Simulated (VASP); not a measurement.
## A VASP study of CdS (Greenockite) (PBE): structure first, properties next

Aim: relax CdS (Greenockite), then compute properties on the relaxed cell. The steps: first try, relaxing cell and atoms (PBE), second relaxation, density, ELF and potential (PBE), band structure (PBE), total and projected DOS (PBE), zone-centre phonons (PBE) and core-level energies (PBE). The start is a cell from a database of measured crystal structures.

Program: VASP 6.6.1. Level of theory: PBE; plane waves and PAW (Cd, S). Results are calculated unless marked as measured.

## Step 1: The structure

Symmetry: P6_3mc, No. 186, hexagonal system. The conventional cell has a = 4.137 Å, b = 4.137 Å, c = 6.714 Å, α = 90.00°, β = 90.00°, γ = 120.00°. Cd has 4 S at 2.52 to 2.53 Å nearest. Nearest to S lie 4 Cd at 2.52 to 2.53 Å. Farther neighbours and most contacts between anions are not listed.

## Step 2: First try

This run is made with a changed input; what comes of it follows.

Contents of INCAR:

```
SYSTEM = CdS
PREC = Accurate
ENCUT = 35
EDIFF = 1E-06
NELM = 86
ISMEAR = 0
SIGMA = 0.05
LREAL = .FALSE.
ALGO = Normal
GGA = PE
NBANDS = 24
LORBIT = 11
LWAVE = .FALSE.
LCHARG = .FALSE.
KPAR = 4
IBRION = 2
NSW = 30
ISIF = 3
EDIFFG = -0.01
```

Contents of POSCAR:

```
CdS
1.0
    4.1370000000      0.0000000000      0.0000000000
   -2.0685000000      3.5827470955      0.0000000000
    0.0000000000      0.0000000000      6.7144000000
Cd S
2 2
Direct
    0.6666666667      0.3333333333      0.0000000000
    0.3333333333      0.6666666667      0.5000000000
    0.6666666667      0.3333333333      0.3750000000
    0.3333333333      0.6666666667      0.8750000000
```

Contents of KPOINTS:

```
Automatic mesh
0
Gamma
6 6 4
0 0 0
```

Potentials, in the order of the species: Cd and S (PBE family, release 64).

The run is started by

```bash
> mpirun -np 4 vasp_std
```

What it wrote:

```text
[banner, memory and clock lines left out]
running    4 mpi-ranks, on    1 nodes
[...]
LDA part: xc-table for (Slater+PW92), standard interpolation
 POSCAR, INCAR and KPOINTS ok, starting setup
[...]
entering main loop
       N       E                     dE             d eps       ncg     rms          rms(c)
DAV:   1    -0.127550207236E+03   -0.12755E+03   -0.16007E+03  1200   0.142E+02
DAV:   2    -0.142848867114E+03   -0.15299E+02   -0.14994E+02  1136   0.392E+01
DAV:   3    -0.142947755468E+03   -0.98888E-01   -0.96908E-01  1104   0.278E+00
DAV:   4    -0.142949437436E+03   -0.16820E-02   -0.16815E-02  1048   0.625E-02
[...]
DAV:  16     0.400258433124E+03   -0.14052E-04   -0.23245E-07   568   0.240E-03    0.980E-04
DAV:  17     0.400258431840E+03   -0.12836E-05   -0.59083E-09   552   0.289E-04    0.538E-04
DAV:  18     0.400258431499E+03   -0.34180E-06   -0.33702E-10   552   0.810E-05
   1 F= 0.40025843E+03 E0= 0.40026121E+03  d E =0.400258E+03
[...]
|                                                                             |
|     EEEEEEE  RRRRRR   RRRRRR   OOOOOOO  RRRRRR      ###     ###     ###     |
|     E        R     R  R     R  O     O  R     R     ###     ###     ###     |
|     E        R     R  R     R  O     O  R     R     ###     ###     ###     |
|     EEEEE    RRRRRR   RRRRRR   O     O  RRRRRR       #       #       #      |
|     E        R   R    R   R    O     O  R   R                               |
|     E        R    R   R    R   O     O  R    R      ###     ###     ###     |
|     EEEEEEE  R     R  R     R  OOOOOOO  R     R     ###     ###     ###     |
|                                                                             |
|     Orbital orthonormalization failed in the inversion of matrix            |
|     LAPACK: Routine ZPOTRF failed! kpoint: 1 spin: 1                        |
|                                                                             |
|     Possible solutions for this issue are:                                  |
|     - Please check whether the atoms are too close to each other.           |
|     - Decreasing POTIM might help during relaxations or MDs.                |
|     - Deleting CHGCAR or WAVECAR if incompatible with the structure.        |
|     - Try calculating without symmetrizing (ISYM = 0 or ISYM = -1).         |
|     - As last resort: using a different PAW for some of the atoms.          |
|                                                                             |
|       ---->  I REFUSE TO CONTINUE WITH THIS SICK JOB ... BYE!!! <----       |
|                                                                             |

1
1
1
1
```

It took 5.2 s on 4 MPI ranks of AMD EPYC 7R43, shared host.

Lines that name or quote the potential files are left out of all logs, and their timing lines are given in words.

The run ended with an error.

VASP's message: “Orbital orthonormalization failed in the inversion of matrix LAPACK: Routine ZPOTRF failed! kpoint: 1 spin: 1”. No number of this run is used.

The fault in the input: cutoff typed in rydberg (ENCUT = 35). ENCUT is in eV: 1 Ry is 13.6 eV.

## Step 3: Relaxing cell and atoms (PBE)

The start need not lie at this functional's minimum. ISIF = 3 frees volume, shape and positions, and EDIFFG sets the threshold on forces and stress at which the search stops.

INCAR, as its differences from that of step 2:

```diff
@@ -2,5 +2,5 @@
 PREC = Accurate
-ENCUT = 35
+ENCUT = 400
 EDIFF = 1E-06
-NELM = 86
+NELM = 100
 ISMEAR = 0
@@ -16,3 +16,3 @@
 IBRION = 2
-NSW = 30
+NSW = 60
 ISIF = 3
```

POSCAR is that of step 2.

KPOINTS is that of step 2.

The run is started by

```bash
> mpirun -np 4 vasp_std
```

What it wrote:

```text
[... set-up lines as in an earlier step ...]
 entering main loop
       N       E                     dE             d eps       ncg     rms          rms(c)
DAV:   1     0.211315458418E+03    0.21132E+03   -0.15531E+04  1016   0.113E+03
DAV:   2    -0.317639699271E+01   -0.21449E+03   -0.20886E+03  1168   0.306E+02
DAV:   3    -0.132395365547E+02   -0.10063E+02   -0.10036E+02  1248   0.688E+01
DAV:   4    -0.133310336880E+02   -0.91497E-01   -0.91474E-01  1224   0.635E+00
DAV:   5    -0.133327304416E+02   -0.16968E-02   -0.16967E-02  1272   0.823E-01    0.115E+01
DAV:   6    -0.122664954775E+02    0.10662E+01   -0.22070E+00  1328   0.154E+01    0.902E+00
DAV:   7    -0.122483791826E+02    0.18116E-01   -0.83272E-01  1136   0.503E+00    0.398E+00
DAV:   8    -0.122438475023E+02    0.45317E-02   -0.11242E-01  1216   0.343E+00    0.565E-01
DAV:   9    -0.122423151132E+02    0.15324E-02   -0.19333E-02  1264   0.178E+00    0.169E-01
DAV:  10    -0.122424518216E+02   -0.13671E-03   -0.15408E-03  1200   0.418E-01    0.116E-01
DAV:  11    -0.122425376874E+02   -0.85866E-04   -0.20308E-04  1280   0.987E-02    0.107E-01
DAV:  12    -0.122425865484E+02   -0.48861E-04   -0.15577E-04  1104   0.659E-02    0.277E-02
DAV:  13    -0.122425953504E+02   -0.88020E-05   -0.19842E-05  1200   0.297E-02    0.985E-03
DAV:  14    -0.122425955434E+02   -0.19305E-06   -0.32983E-06   992   0.175E-02
   1 F= -.12242596E+02 E0= -.12242596E+02  d E =-.122426E+02
 curvature:   0.00 expect dE= 0.000E+00 dE for cont linesearch  0.000E+00
 trial: gam= 0.00000 g(F)=  0.101E-02 g(S)=  0.983E-01 ort = 0.000E+00 (trialstep = 0.100E+01)
 search vector abs. value=  0.994E-01
 bond charge predicted
       N       E                     dE             d eps       ncg     rms          rms(c)
DAV:   1    -0.133872019921E+02   -0.11446E+01   -0.25088E+01  1048   0.528E+01    0.932E+00
DAV:   2    -0.124078886664E+02    0.97931E+00   -0.24295E+00  1096   0.191E+01    0.324E+00
DAV:   3    -0.122980053541E+02    0.10988E+00   -0.24817E-01  1128   0.447E+00    0.289E+00
DAV:   4    -0.122757707587E+02    0.22235E-01   -0.25061E-02  1064   0.108E+00    0.782E-01
DAV:   5    -0.122735398018E+02    0.22310E-02   -0.60373E-03  1240   0.784E-01    0.158E-01
DAV:   6    -0.122736342510E+02   -0.94449E-04   -0.84802E-04  1056   0.269E-01    0.850E-02
DAV:   7    -0.122736533247E+02   -0.19074E-04   -0.36831E-05  1184   0.370E-02    0.223E-02
DAV:   8    -0.122736505776E+02    0.27471E-05   -0.69406E-06  1184   0.296E-02    0.951E-03
DAV:   9    -0.122736513517E+02   -0.77412E-06   -0.75077E-07   800   0.564E-03
   2 F= -.12273651E+02 E0= -.12273651E+02  d E =-.310558E-01
[...]
3 F= -.12278050E+02 E0= -.12278050E+02  d E =-.354543E-01
[...]
4 F= -.12278035E+02 E0= -.12278035E+02  d E =-.354391E-01
 curvature:  -0.37 expect dE=-0.192E-04 dE for cont linesearch -0.615E-06
 ZBRENT: accuracy reached
 trial: gam=-0.00359 g(F)=  0.476E-04 g(S)=  0.487E-05 ort = 0.409E-03 (trialstep = 0.943E+00)
 search vector abs. value=  0.508E-04
 bond charge predicted
       N       E                     dE             d eps       ncg     rms          rms(c)
DAV:   1    -0.122780667498E+02   -0.32627E-04   -0.12193E-02  1008   0.669E-01    0.473E-02
DAV:   2    -0.122780687100E+02   -0.19602E-05   -0.19385E-04  1168   0.982E-02    0.157E-02
DAV:   3    -0.122780654903E+02    0.32196E-05   -0.49188E-06  1152   0.176E-02    0.103E-02
DAV:   4    -0.122780647199E+02    0.77040E-06   -0.27840E-06   952   0.125E-02
   5 F= -.12278065E+02 E0= -.12278065E+02  d E =-.300560E-04
 trial-energy change:   -0.000030  1 .order   -0.000031   -0.000048   -0.000015
 step:   1.3554(harm=  1.3554)  dis= 0.00101  next Energy=   -12.278069 (dE=-0.346E-04)
 reached required accuracy - stopping structural energy minimisation
```

Elapsed: 47 s, on 4 MPI ranks; peak memory 0.67 GiB; 3 min of CPU time.

OUTCAR, selected parts (step 3):

```text
ion  position               nearest neighbor table
   1  0.667  0.333  0.000-   3 2.52   4 2.53   4 2.53   4 2.53
   2  0.333  0.667  0.500-   4 2.52   3 2.53   3 2.53   3 2.53
   3  0.667  0.333  0.375-   1 2.52   2 2.53   2 2.53   2 2.53
   4  0.333  0.667  0.875-   2 2.52   1 2.53   1 2.53   1 2.53

  LATTYP: Found a hexagonal cell.
 ALAT       =     4.1370000000
 C/A-ratio  =     1.6230118443

 Subroutine GETGRP returns: Found 12 space group operations
 (whereof  6 operations were pure point group operations)

The static configuration has the point symmetry C_3v.
 The point group associated with its full space group is C_6v.

 Found     21 irreducible k-points:

   k-points           NKPTS =     21   k-points in BZ     NKDIM =     21   number of bands    NBANDS=     24

   dimension x,y,z NGX =    28 NGY =   28 NGZ =   48
   dimension x,y,z NGXF=    56 NGYF=   56 NGZF=   96

   ENCUT  =  400.0 eV  29.40 Ry    5.42 a.u.   6.75  6.75 10.95*2*pi/ulx,y,z

   NELECT =      36.0000    total number of electrons

 k-points in reciprocal lattice and weights: Automatic mesh
   0.00000000  0.00000000  0.00000000       0.007
   0.16666667  0.00000000  0.00000000       0.042
   0.33333333  0.00000000  0.00000000       0.042
   0.50000000  0.00000000  0.00000000       0.021
   0.16666667  0.16666667  0.00000000       0.042
   0.33333333  0.16666667  0.00000000       0.083
   0.33333333  0.33333333  0.00000000       0.014
   0.00000000  0.00000000  0.25000000       0.014
   0.16666667  0.00000000  0.25000000       0.083
[...]
0.33333333  0.16666667  0.50000000       0.083
   0.33333333  0.33333333  0.50000000       0.014

 average (electrostatic) potential at core
       1 -39.5728       2 -39.5728       3 -89.4380       4 -89.4380

 E-fermi :   1.1949

 k-point     1 :       0.0000    0.0000    0.0000
  band No.  band energies     occupation
    ...
     14       0.2449      2.00000
     15       0.2449      2.00000
     16       0.8999      2.00000
     17       0.9442      2.00000
     18       0.9442      2.00000
     19       2.0592      0.00000
     20       3.6927      0.00000
     21       7.4278      0.00000
     22       7.4278      0.00000
     23       7.7091      0.00000
    ...

 k-point     2 :       0.1667    0.0000    0.0000
  band No.  band energies     occupation
    ...
     14      -0.6752      2.00000
     15      -0.2308      2.00000
     16      -0.0487      2.00000
     17       0.7149      2.00000
     18       0.7697      2.00000
     19       3.1917      0.00000
     20       4.5298      0.00000
     21       6.7199      0.00000
     22       7.7331      0.00000
     23       7.7764      0.00000
    ...

 k-point     3 :       0.3333    0.0000    0.0000
  band No.  band energies     occupation
    ...
     14      -1.8628      2.00000
     15      -1.4627      2.00000
     16      -0.5587      2.00000
     17       0.1827      2.00000
     18       0.4194      2.00000
     19       4.2697      0.00000
     20       4.9253      0.00000
     21       6.2968      0.00000
     22       7.0958      0.00000
     23       8.0186      0.00000
    ...

  Total        0.0371982      0.0371982      0.0284236      0.0000000     -0.0000000      0.0000000
  in kB        0.5742363      0.5742363      0.4387819      0.0000000     -0.0000000      0.0000000
  external PRESSURE =       0.5290849 kB  Pullay stress =       0.0000000 kB

  energy-cutoff  :      400.00
  volume of cell :      103.79
      direct lattice vectors                 reciprocal lattice vectors
     4.189708124  0.000000000  0.000000000     0.238680111  0.137802026 -0.000000000
    -2.094854062  3.628393670 -0.000000000    -0.000000000  0.275604053  0.000000000
     0.000000000  0.000000000  6.827208190    -0.000000000  0.000000000  0.146472756

 POSITION                                       TOTAL-FORCE (eV/Angst)
 -----------------------------------------------------------------------------------
      2.09485      1.20946      6.82393        -0.000000     -0.000000     -0.007457
     -0.00000      2.41893      3.41033        -0.000000      0.000000     -0.007457
      2.09485      1.20946      2.56348         0.000000      0.000000      0.007457
     -0.00000      2.41893      5.97708         0.000000     -0.000000      0.007457
 -----------------------------------------------------------------------------------
    total drift:                               -0.000000     -0.000001     -0.000667

  FREE ENERGIE OF THE ION-ELECTRON SYSTEM (eV)
  ---------------------------------------------------
  free  energy   TOTEN  =       -12.2780647199 eV

  energy  without entropy=      -12.2780647199  energy(sigma->0) =      -12.27806472

 reached required accuracy - stopping structural energy minimisation

 total charge
# of ion       s       p       d       tot
------------------------------------------
    1        0.417   0.300   9.559  10.277
    2        0.417   0.300   9.559  10.277
    3        1.325   2.384   0.000   3.709
    4        1.325   2.384   0.000   3.709
--------------------------------------------------
tot          3.483   5.369  19.119  27.971

[... 3 further parts left out ...]
```

CONTCAR:

```
CdS
   1.00000000000000
     4.1897081241437713    0.0000000000000000    0.0000000000000000
    -2.0948540620718856    3.6283936699960027   -0.0000000000000000
     0.0000000000000000    0.0000000000000000    6.8272081904289861
  Cd              S
     2     2
Direct
     0.6666666667000030    0.3333333332999970    0.9995203045145841
     0.3333333332999970    0.6666666667000030    0.4995203045145841
     0.6666666667000030    0.3333333332999970    0.3754796954854159
     0.3333333332999970    0.6666666667000030    0.8754796954854159
```

The gap is read on the k-mesh alone, so it is an upper bound where the band edges lie off the mesh. The run keeps the 12 symmetry operations of its start, so it cannot find a distortion of lower symmetry.

Step by step:

| step | energy less that of the first step (eV) | largest force (eV/Å) | pressure (GPa) | volume (Å³) |
| --- | --- | --- | --- | --- |
| 1 | 0.0000 | 0.0725 | 2.63 | 99.52 |
| 2 | -0.0311 | 0.0004 | -0.84 | 105.53 |
| 3 | -0.0355 | 0.0147 | -0.01 | 103.89 |
| 4 | -0.0354 | 0.0157 | 0.00 | 103.80 |
| 5 | -0.0355 | 0.0075 | 0.05 | 103.79 |

| conventional cell, symmetrised | before | after | change |
| --- | --- | --- | --- |
| a (Å) | 4.137 | 4.190 | +1.3 % |
| b (Å) | 4.137 | 4.190 | +1.3 % |
| c (Å) | 6.714 | 6.827 | +1.7 % |
| volume (Å³/atom) | 24.88 | 25.95 | +4.3 % |

Final coordinates:

```xyz
4
Lattice="4.1897 0.0000 0.0000 -2.0949 3.6284 0.0000 0.0000 0.0000 6.8272" Properties=species:S:1:pos:R:3 pbc="T T T"
Cd    2.0949    1.2095   -0.0033
Cd    0.0000    2.4189    3.4103
S     2.0949    1.2095    2.5635
S     0.0000    2.4189    5.9771
```

This step gave:

* electrons: 36
* bands: 24
* irreducible k points: 21
* symmetry operations: 12
* free energy (TOTEN): -12.28 eV
* Fermi energy: 1.195 eV
* pressure: 0.05291 GPa
* metallic: no
* valence top at k: 0, 0, 0
* conduction bottom at k: 0, 0, 0
* least direct gap at k: 0, 0, 0
* SCF cycles over all ionic steps: 38
* gap on the k-mesh: 1.115 eV
* least direct gap on the k-mesh: 1.115 eV

It ends with a largest force of 0.007 eV/Å and a pressure of 0.05 GPa. The volume lies +4.3 % from that of the database's start.

(Part 1 of 5 ends here.)

[Lines on the potential files, build, host, timing and source positions are cut from VASP's logs without a mark.]

[Logs are printed without paths, hosts, clocks, repeated set-up lines and the standing remarks that a program may print on its own settings, such as how far it seeks lower states.]

[Hosts, paths, dates, database ids (printed as entryN), source tags and the programs' standing remarks are cut or masked in the printed files.]

[A measured line is paired with the nearest computed mode of its activity, which favours agreement.]
